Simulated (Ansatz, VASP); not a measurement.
# Cross-check of SiC between VASP and Ansatz, part 3 of 3

One calculation is typed for both programs; each brings its own data sets. How far apart do they land? The cell is taken from a series of runs on this material, whose earlier steps may have relaxed, scaled, displaced or heated it; both programs get it as it stands.

VASP 6.6.1 and Ansatz 0.2.0.

So far: The starting structure; Ansatz: zone-centre phonons, PBE; VASP: zone-centre phonons, PBE.

## Step 3: VASP: zone-centre phonons, PBE (continued)

Level of this step: PBE; plane waves and PAW (C, Si) (VASP).

Numbers of over 12 decimals in the logs are rounded to 6 here.

From OUTCAR (step 3):

```text
ion  position               nearest neighbor table
   1  0.667  0.333  0.750-   7 1.84   7 1.84   7 1.84   5 1.85
   2  0.333  0.667  0.250-   8 1.84   8 1.84   8 1.84   6 1.85
   3  1.000  1.000  0.500-   6 1.84   6 1.84   6 1.84   7 1.85
   4  1.000  1.000  0.000-   5 1.84   5 1.84   5 1.84   8 1.85
   5  0.667  0.333  0.938-   4 1.84   4 1.84   4 1.84   1 1.85   7 3.01   7 3.01   7 3.01   8 3.01
                             8 3.01   8 3.01
   6  0.333  0.667  0.438-   3 1.84   3 1.84   3 1.84   2 1.85   8 3.01   8 3.01   8 3.01   7 3.01
                             7 3.01   7 3.01
   7  1.000  1.000  0.688-   1 1.84   1 1.84   1 1.84   3 1.85   5 3.01   5 3.01   5 3.01   6 3.01
                             6 3.01   6 3.01
   8  1.000  1.000  0.188-   2 1.84   2 1.84   2 1.84   4 1.85   6 3.01   6 3.01   6 3.01   5 3.01
                             5 3.01   5 3.01

  LATTYP: Found a hexagonal cell.
 ALAT       =     3.0097749466
 C/A-ratio  =     3.2721534193

 Subroutine GETGRP returns: Found 12 space group operations
 (whereof  6 operations were pure point group operations)

The static configuration has the point symmetry C_3v.
 The point group associated with its full space group is C_6v.

 Found     36 irreducible k-points:

   k-points           NKPTS =     36   k-points in BZ     NKDIM =     36   number of bands    NBANDS=     24

   dimension x,y,z NGX =    24 NGY =   24 NGZ =   80
   dimension x,y,z NGXF=    48 NGYF=   48 NGZF=  160

   ENCUT  =  600.0 eV  44.10 Ry    6.64 a.u.   6.01  6.01 19.67*2*pi/ulx,y,z

   NELECT =      32.0000    total number of electrons

 k-points in reciprocal lattice and weights: Automatic mesh
   0.00000000  0.00000000  0.00000000       0.003
   0.11111111  0.00000000  0.00000000       0.019
   0.22222222  0.00000000  0.00000000       0.019
   0.33333333  0.00000000  0.00000000       0.019
   0.44444444  0.00000000  0.00000000       0.019
   0.11111111  0.11111111  0.00000000       0.019
   0.22222222  0.11111111  0.00000000       0.037
   0.33333333  0.11111111  0.00000000       0.037
   0.44444444  0.11111111  0.00000000       0.019
[...]
0.33333333  0.22222222  0.50000000       0.037
   0.33333333  0.33333333  0.50000000       0.006

 average (electrostatic) potential at core
       1 -43.7590       2 -43.7590       3 -43.8267       4 -43.8267       5 -79.4323
       6 -79.4323       7 -79.3866       8 -79.3866

   1 f  =   29.328810 THz   184.278351 2PiTHz  978.303812 cm-1   121.294159 meV
             X         Y         Z           dx          dy          dz
      1.504887  0.868847  7.384591     0.000000   -0.000000    0.182888
     -0.000000  1.737694  2.460368     0.000000    0.000000   -0.182888
      1.504887  2.606542  4.928473     0.000000    0.000000    0.590958
      1.504887  2.606542  0.004251     0.000000    0.000000   -0.590958
      1.504887  0.868847  9.235794    -0.000000   -0.000000    0.152565
     -0.000000  1.737694  4.311571     0.000000   -0.000000   -0.152565
      1.504887  2.606542  6.775261    -0.000000    0.000000   -0.306667
      1.504887  2.606542  1.851039    -0.000000   -0.000000    0.306667

   2 f  =   29.088429 THz   182.767988 2PiTHz  970.285539 cm-1   120.300020 meV
             X         Y         Z           dx          dy          dz
      1.504887  0.868847  7.384591    -0.000000    0.000000    0.588993
     -0.000000  1.737694  2.460368     0.000000    0.000000   -0.588993
      1.504887  2.606542  4.928473    -0.000000   -0.000000   -0.184133
      1.504887  2.606542  0.004251     0.000000    0.000000    0.184133
      1.504887  0.868847  9.235794    -0.000000   -0.000000   -0.307653
     -0.000000  1.737694  4.311571     0.000000    0.000000    0.307653
      1.504887  2.606542  6.775261     0.000000   -0.000000   -0.156625
      1.504887  2.606542  1.851039    -0.000000   -0.000000    0.156625

   3 f  =   26.892422 THz   168.970069 2PiTHz  897.034630 cm-1   111.218069 meV
             X         Y         Z           dx          dy          dz
      1.504887  0.868847  7.384591     0.000000   -0.000000   -0.483258
     -0.000000  1.737694  2.460368     0.000000   -0.000000   -0.483258
      1.504887  2.606542  4.928473     0.000000   -0.000000    0.512664
      1.504887  2.606542  0.004251    -0.000000   -0.000000    0.512664
      1.504887  0.868847  9.235794    -0.000000    0.000000    0.031902
     -0.000000  1.737694  4.311571    -0.000000    0.000000    0.031902
      1.504887  2.606542  6.775261    -0.000000    0.000000   -0.051180
      1.504887  2.606542  1.851039    -0.000000    0.000000   -0.051180

   4 f  =   25.574554 THz   160.689659 2PiTHz  853.075281 cm-1   105.767807 meV
             X         Y         Z           dx          dy          dz
      1.504887  0.868847  7.384591     0.423897   -0.000000    0.000000
     -0.000000  1.737694  2.460368     0.423897   -0.000000    0.000000
      1.504887  2.606542  4.928473     0.412954   -0.000000    0.000000
      1.504887  2.606542  0.004251     0.412954   -0.000000    0.000000
      1.504887  0.868847  9.235794    -0.269495    0.000000   -0.000000
     -0.000000  1.737694  4.311571    -0.269495    0.000000   -0.000000
      1.504887  2.606542  6.775261    -0.277763    0.000000   -0.000000
      1.504887  2.606542  1.851039    -0.277763    0.000000   -0.000000

   5 f  =   25.574554 THz   160.689659 2PiTHz  853.075281 cm-1   105.767807 meV
             X         Y         Z           dx          dy          dz
      1.504887  0.868847  7.384591     0.000000    0.423897   -0.000000
     -0.000000  1.737694  2.460368     0.000000    0.423897   -0.000000
      1.504887  2.606542  4.928473     0.000000    0.412954    0.000000
      1.504887  2.606542  0.004251     0.000000    0.412954    0.000000
      1.504887  0.868847  9.235794    -0.000000   -0.269495   -0.000000
     -0.000000  1.737694  4.311571    -0.000000   -0.269495   -0.000000
      1.504887  2.606542  6.775261    -0.000000   -0.277763   -0.000000
      1.504887  2.606542  1.851039    -0.000000   -0.277763   -0.000000

   6 f  =   25.342382 THz   159.230880 2PiTHz  845.330859 cm-1   104.807622 meV
             X         Y         Z           dx          dy          dz
      1.504887  0.868847  7.384591     0.507472    0.000003   -0.000000
     -0.000000  1.737694  2.460368    -0.507472   -0.000003   -0.000000
      1.504887  2.606542  4.928473    -0.323194   -0.000002   -0.000000
      1.504887  2.606542  0.004251     0.323194    0.000002   -0.000000
      1.504887  0.868847  9.235794    -0.227816   -0.000001    0.000000
     -0.000000  1.737694  4.311571     0.227816    0.000001    0.000000
      1.504887  2.606542  6.775261    -0.293457   -0.000002    0.000000
      1.504887  2.606542  1.851039     0.293457    0.000002    0.000000

   7 f  =   25.342382 THz   159.230880 2PiTHz  845.330859 cm-1   104.807622 meV
             X         Y         Z           dx          dy          dz
      1.504887  0.868847  7.384591     0.000003   -0.507472   -0.000000
     -0.000000  1.737694  2.460368    -0.000003    0.507472   -0.000000
      1.504887  2.606542  4.928473    -0.000002    0.323194   -0.000000
      1.504887  2.606542  0.004251     0.000002   -0.323194    0.000000
      1.504887  0.868847  9.235794    -0.000001    0.227816    0.000000
     -0.000000  1.737694  4.311571     0.000001   -0.227816    0.000000
      1.504887  2.606542  6.775261    -0.000002    0.293457    0.000000
      1.504887  2.606542  1.851039     0.000002   -0.293457    0.000000

   8 f  =   25.100970 THz   157.714046 2PiTHz  837.278236 cm-1   103.809224 meV
             X         Y         Z           dx          dy          dz
      1.504887  0.868847  7.384591     0.320404   -0.000003   -0.000000
     -0.000000  1.737694  2.460368    -0.320404    0.000003   -0.000000
      1.504887  2.606542  4.928473     0.505844   -0.000004   -0.000000
      1.504887  2.606542  0.004251    -0.505844    0.000004   -0.000000
      1.504887  0.868847  9.235794     0.295624   -0.000002    0.000000
     -0.000000  1.737694  4.311571    -0.295624    0.000002    0.000000
      1.504887  2.606542  6.775261    -0.232529    0.000002    0.000000
      1.504887  2.606542  1.851039     0.232529   -0.000002    0.000000

   9 f  =   25.100970 THz   157.714046 2PiTHz  837.278236 cm-1   103.809224 meV
             X         Y         Z           dx          dy          dz
      1.504887  0.868847  7.384591     0.000003    0.320404    0.000000
     -0.000000  1.737694  2.460368    -0.000003   -0.320404    0.000000
      1.504887  2.606542  4.928473     0.000004    0.505844    0.000000
      1.504887  2.606542  0.004251    -0.000004   -0.505844    0.000000
      1.504887  0.868847  9.235794     0.000002    0.295624   -0.000000
     -0.000000  1.737694  4.311571    -0.000002   -0.295624   -0.000000
      1.504887  2.606542  6.775261    -0.000002   -0.232529   -0.000000
      1.504887  2.606542  1.851039     0.000002    0.232529   -0.000000

  10 f  =   25.091617 THz   157.655280 2PiTHz  836.966257 cm-1   103.770544 meV
             X         Y         Z           dx          dy          dz
      1.504887  0.868847  7.384591     0.000000   -0.000000    0.434794
     -0.000000  1.737694  2.460368    -0.000000    0.000000    0.434794
      1.504887  2.606542  4.928473     0.000000   -0.000000    0.401470
      1.504887  2.606542  0.004251    -0.000000    0.000000    0.401470
      1.504887  0.868847  9.235794     0.000000   -0.000000   -0.285110
     -0.000000  1.737694  4.311571    -0.000000    0.000000   -0.285110
      1.504887  2.606542  6.775261    -0.000000    0.000000   -0.261703
      1.504887  2.606542  1.851039     0.000000   -0.000000   -0.261703

  11 f  =   24.974217 THz   156.917636 2PiTHz  833.050223 cm-1   103.285018 meV
             X         Y         Z           dx          dy          dz
      1.504887  0.868847  7.384591     0.422238    0.000004   -0.000000
     -0.000000  1.737694  2.460368     0.422238    0.000004   -0.000000
      1.504887  2.606542  4.928473    -0.433652   -0.000004   -0.000000
      1.504887  2.606542  0.004251    -0.433652   -0.000004   -0.000000
    [... 145 further lines ...]
      1.504887  2.606542  6.775261     0.000000   -0.000000    0.418470
      1.504887  2.606542  1.851039     0.000000   -0.000000    0.418470

 MACROSCOPIC STATIC DIELECTRIC TENSOR IONIC CONTRIBUTION
 ------------------------------------------------------
           3.092400    -0.000000    -0.000000
          -0.000000     3.092400     0.000000
          -0.000000     0.000000     3.456898
 ------------------------------------------------------

 ELASTIC MODULI CONTR FROM IONIC RELAXATION (kBar)
 Direction    XX          YY          ZZ          XY          YZ          ZX
 --------------------------------------------------------------------------------
 XX        -830.9605    426.6677    400.2944      0.0000     -0.0000      0.0000
 YY         426.6677   -830.9605    400.2944     -0.0000      0.0000     -0.0000
 ZZ         400.2944    400.2944   -793.9348     -0.0000      0.0000     -0.0000
 XY           0.0000     -0.0000     -0.0000   -628.8141     -0.0000      0.0000
 YZ          -0.0000      0.0000      0.0000     -0.0000   -198.2537      0.0000
 ZX           0.0000     -0.0000     -0.0000     -0.0000      0.0000   -207.9693
 --------------------------------------------------------------------------------

 PIEZOELECTRIC TENSOR IONIC CONTR  for field in x, y, z        (C/m^2)
          XX          YY          ZZ          XY          YZ          ZX
  --------------------------------------------------------------------------------
  x    -0.00000     0.00000     0.00000     0.00000    -0.00000     0.75369
  y     0.00000    -0.00000    -0.00000     0.00000     0.73568    -0.00000
  z     0.78563     0.78563    -1.55759    -0.00000     0.00000    -0.00000
```

## Step 4: Comparison

Known differences besides the potentials themselves: fixed occupations in Ansatz, narrow Gaussian smearing in VASP; VASP's response is taken on the typed mesh, Ansatz refines its own for the field response alone; the cutoff is 420 eV in Ansatz and 600 eV in VASP. Total energies have different zeros and are not compared.

The two programs side by side:

| quantity | Ansatz | VASP | difference |
| --- | --- | --- | --- |
| ε∞ xx | 6.83 | 6.88 | -0.81 % |
| ε∞ yy | 6.83 | 6.88 | -0.81 % |
| ε∞ zz | 7.14 | 7.14 | -0.06 % |
| Born charge of C1 (mean of the diagonal) (e) | -2.78 | -2.76 | -0.02 |
| Born charge of Si5 (mean of the diagonal) (e) | 2.72 | 2.71 | +0.02 |
| optical mode 1 to 2 (cm⁻¹) | 189.2 | 189.4 | -0.15 % |
| optical mode 3 to 4 (cm⁻¹) | 198.6 | 199.0 | -0.20 % |
| optical mode 5 to 6 (cm⁻¹) | 253.4 | 254.1 | -0.27 % |
| optical mode 7 (cm⁻¹) | 424.3 | 424.7 | -0.08 % |
| optical mode 8 (cm⁻¹) | 433.3 | 433.9 | -0.14 % |
| optical mode 9 (cm⁻¹) | 637.4 | 636.4 | +0.16 % |
| optical mode 10 to 11 (cm⁻¹) | 833.6 | 833.1 | +0.06 % |
| optical mode 12 (cm⁻¹) | 837.5 | 837.0 | +0.07 % |
| optical mode 13 to 14 (cm⁻¹) | 838.0 | 837.3 | +0.08 % |
| optical mode 15 to 16 (cm⁻¹) | 846.0 | 845.3 | +0.08 % |
| optical mode 17 to 18 (cm⁻¹) | 853.5 | 853.1 | +0.06 % |
| optical mode 19 (cm⁻¹) | 897.7 | 897.0 | +0.08 % |
| optical mode 20 (cm⁻¹) | 971.2 | 970.3 | +0.09 % |
| optical mode 21 (cm⁻¹) | 979.6 | 978.3 | +0.13 % |

Modes are paired by rising frequency, not by their patterns, so a pair may set unlike modes beside each other; they are those without the splitting of longitudinal modes.

## Step 5: What came out

| Item | Value |
| --- | --- |
| r.m.s. difference of the optical zone-centre modes, each program's sorted by frequency (zone-centre phonons, PBE) | 0.65 cm⁻¹ |
| difference in ε∞ xx (zone-centre phonons, PBE) | -0.8 % |

What this shows: The r.m.s. difference of the optical zone-centre modes, each program's sorted by frequency is 0.65 cm⁻¹ (zone-centre phonons, PBE). Among the rows given in per cent, the largest difference of the zone-centre phonons, PBE pair is in ε∞ xx, -0.8 %. Such differences can come from data sets, numerical settings and the points named under the comparisons, not from the functional's error against experiment.

[Lines on the potential files, build, host, timing and source positions are cut from VASP's logs without a mark.]

[Logs are printed without paths, hosts, clocks, repeated set-up lines and the standing remarks that a program may print on its own settings, such as how far it seeks lower states.]

[Hosts, paths, dates, database ids (printed as entryN), source tags and the programs' standing remarks are cut or masked in the printed files.]
